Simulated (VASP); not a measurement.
VASP input:

**INCAR**
```
ALGO = Normal
EDIFF = 1E-7
EDIFFG = -0.01
ENCUT = 480
GGA = PE
IBRION = 2
ISIF = 3
ISMEAR = 0
LASPH = .TRUE.
LCHARG = .FALSE.
LREAL = .FALSE.
LWAVE = .FALSE.
NELM = 100
NSW = 40
PREC = Accurate
PSTRESS = 20
SIGMA = 0.05
SYSTEM = CaS
```

### POSCAR
```
CaS
1
    0.0000000000     2.8586017692     2.8586017692
    2.8586017692     0.0000000000     2.8586017692
    2.8586017692     2.8586017692     0.0000000000
Ca S
1 1
Direct
  0.0000000000   0.0000000000   0.0000000000
  0.5000000000   0.5000000000   0.5000000000
```

File KPOINTS:
```
Automatic mesh
0
Gamma
8 8 8
0 0 0
```

POTCAR, in this order: Ca_sv S (PBE.64 set). Program: vasp_std.

Problem. Translate this PBE calculation to Quantum ESPRESSO's pw.x.

Solution. One equivalent input (not run):
```
&CONTROL
  calculation = 'vc-relax'
  pseudo_dir = './pseudo'
  outdir = './out'
  tprnfor = .true.
  tstress = .true.
  nstep = 40
  forc_conv_thr = 0.00039
/
&SYSTEM
  ibrav = 0
  nat = 2
  ntyp = 2
  ecutwfc = 68
  occupations = 'smearing'
  smearing = 'gaussian'
  degauss = 0.003675
  input_dft = 'pbe'
/
&ELECTRONS
  conv_thr = 7.3e-09
  electron_maxstep = 100
/
&IONS
/
&CELL
  press = 20
/
ATOMIC_SPECIES
  Ca 40.078 Ca.upf
  S 32.060 S.upf
CELL_PARAMETERS angstrom
     0.0000000    2.8586018    2.8586018
     2.8586018    0.0000000    2.8586018
     2.8586018    2.8586018    0.0000000
ATOMIC_POSITIONS crystal
  Ca   0.0000000  0.0000000  0.0000000
  S    0.5000000  0.5000000  0.5000000
K_POINTS automatic
  8 8 8 0 0 0
```
What does not carry over: the potentials are each code's own (VASP's PAW set, PseudoDojo norm-conserving files in pw.x), so ENCUT and ecutwfc are chosen apart and not converted; conv_thr bounds pw.x's estimated SCF error, while EDIFF bounds the energy change between steps; forc_conv_thr acts on force components and is met together with etot_conv_thr.

The compound is CaS in the rock salt structure. This run relaxes it under an external pressure of 2 GPa. Symmetry was kept, so distortions that lower it aren't found.
